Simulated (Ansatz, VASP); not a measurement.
B3C: VASP beside Ansatz

```
CELL_PARAMETERS angstrom
5.06976 0.00000 0.00000
0.00000 5.06976 0.00000
0.00000 0.00000 5.06976
ATOMIC_POSITIONS crystal
B 0.25000 0.50000 0.00000
B 0.75000 0.50000 0.00000
B 0.00000 0.25000 0.50000
B 0.00000 0.75000 0.50000
B 0.50000 0.00000 0.25000
B 0.50000 0.00000 0.75000
C 0.00000 0.00000 0.00000
C 0.50000 0.50000 0.50000
```

Alike in both runs: task relaxation of cell and atoms; functional PBE; k mesh 4 × 4 × 4; occupations gaussian, width 0.1 eV; no spin polarisation.

```csv
,VASP,Ansatz
version,VASP 6.6.1,Ansatz 0.2.0
potentials or method,"VASP PAW PBE potentials, release 64 (B, C)","scalar-relativistic, plane waves, PAW"
plane-wave cutoff (eV),600,420
valence electrons in the cell,26,26
```

|  | VASP | Ansatz | Ansatz less VASP |
| --- | --- | --- | --- |
| gap on the k mesh at the Fermi level, each at its own relaxed structure (eV) | none | none | - |
| relaxed volume (Å³/atom) | 6.52 | 6.50 | -0.011 |
| relaxed cell length with the largest relative difference (Å) | 3.735 | 3.733 | -0.0022 |
| energy change over the relaxation (meV/atom) | -1790 | -1788 | +2.2 |

A gap of «none» marks a metal or a gap that the smearing closes.

Caveats: the volume moved by over 15 % at a fixed basis, so the end points are rough (VASP).
